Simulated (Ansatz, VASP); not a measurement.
## One calculation of Ca2Al2O3, two programs

The input INCAR:

```
PREC = Accurate ; ENCUT = 600
EDIFF = 1E-7 ; ISMEAR = 0
SIGMA = 0.2 ; LREAL = F
LASPH = T ; NELM = 100
ALGO = Normal ; ISIF = 3
LWAVE = F ; LCHARG = F
GGA = PE ; IBRION = 2
NSW = 36 ; EDIFFG = -0.08
```

The input KPOINTS:

```
Automatic mesh
0
Gamma
  4 4 4
```

File POSCAR:

```
Ca2Al2O3
1.0
    2.5498440700      1.4721531600      4.1638797800
   -2.5498440700      1.4721531600      4.1638797800
    0.0000000000     -2.9443063200      4.1638797800
Ca Al O
2 2 3
Direct
    0.0000000000      0.0000000000      0.0000000000
    0.5000000000      0.5000000000      0.5000000000
    0.7149999700      0.7149999700      0.7149999700
    0.2850000300      0.2850000300      0.2850000300
    0.5000000000      0.0000000000      0.0000000000
    0.0000000000      0.0000000000      0.5000000000
    0.0000000000      0.5000000000      0.0000000000
```

Input for Ansatz:

```yaml
crystal:
  lattice:
    - [2.54984407, 1.47215316, 4.16387978]
    - [-2.54984407, 1.47215316, 4.16387978]
    - [0.0, -2.94430632, 4.16387978]
  atoms:
    - { symbol: Ca, position: [0.0, 0.0, 0.0] }
    - { symbol: Ca, position: [0.5, 0.5, 0.5] }
    - { symbol: Al, position: [0.71499997, 0.71499997, 0.71499997] }
    - { symbol: Al, position: [0.28500003, 0.28500003, 0.28500003] }
    - { symbol: O, position: [0.5, 0.0, 0.0] }
    - { symbol: O, position: [0.0, 0.0, 0.5] }
    - { symbol: O, position: [0.0, 0.5, 0.0] }
basis:
  ecutwfc: 420
kpoints:
  mp_grid: { grid: [4, 4, 4] }
hamiltonian:
  xc: pbe
scf:
  occupations: { method: gaussian, width: 0.2 }
  lower_state_search: "off"
output:
  forces: true
  stress: true
  eigenvalues: true
relax:
  adjacent_minimum: "off"
  f_tol: 0.08
  max_steps: 16
  cell: { stress_tol: 0.8 }
```

Change from the starting cell: species swapped into the Ni3Pb2S2 type (R-3m, No. 166).

Alike in both runs: task relaxation of cell and atoms; functional PBE; k mesh 4 × 4 × 4; occupations gaussian, width 0.2 eV; no spin polarisation.

```csv
,VASP,Ansatz
version,VASP 6.6.1,Ansatz 0.2.0
potentials or method,"VASP PAW PBE potentials, release 64 (Ca_sv, Al, O)","scalar-relativistic, plane waves, PAW"
plane-wave cutoff (eV),600,420
valence electrons in the cell,44,44
```

VASP gave:

- gap on the k mesh at the Fermi level, each at its own relaxed structure (eV): none
- relaxed volume (Å³/atom): 15.07
- relaxed cell length with the largest relative difference (Å): 5.215
- energy change over the relaxation (meV/atom): -653

Problem. Estimate Ansatz's values.

Solution. gap on the k mesh at the Fermi level, each at its own relaxed structure (eV): none; relaxed volume (Å³/atom): 14.91; relaxed cell length with the largest relative difference (Å): 5.196; energy change over the relaxation (meV/atom): -651.

A gap of «none» marks a metal or a gap that the smearing closes.

Caveats: the k mesh is coarse (spacing up to 0.38 Å⁻¹), so the values aren't converged.
